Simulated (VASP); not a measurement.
```
AsB
1.0
    0.00000     2.43206     2.43206
    2.43206     0.00000     2.43206
    2.43206     2.43206     0.00000
B As
1 1
Direct
  0.00000   0.00000   0.00000
  0.25000   0.25000   0.25000
```

Computed with HSEsol screened hybrid, VASP's PBE PAW potentials (set 64) (plane waves; VASP 6.6.1). Numerical set-up: 520 eV cut-off, 8×8×8 Γ-centred mesh, Gaussian smearing of 0.050 eV, potentials B As.

**Question.** Estimate the energy per atom (σ→0), pressure.

**Answer.** 
```
Quantity                        Value
---------------------  --------------
energy per atom (σ→0)  -6878 meV/atom
pressure                    -9.63 GPa
```

Total energies compare only between runs with the same potentials, cut-off and functional.

The compound is BAs in the zinc blende structure. This cell is one point of a volume scan, at 1.03 of the reference volume. The cell's shape comes from a PBE relaxation.
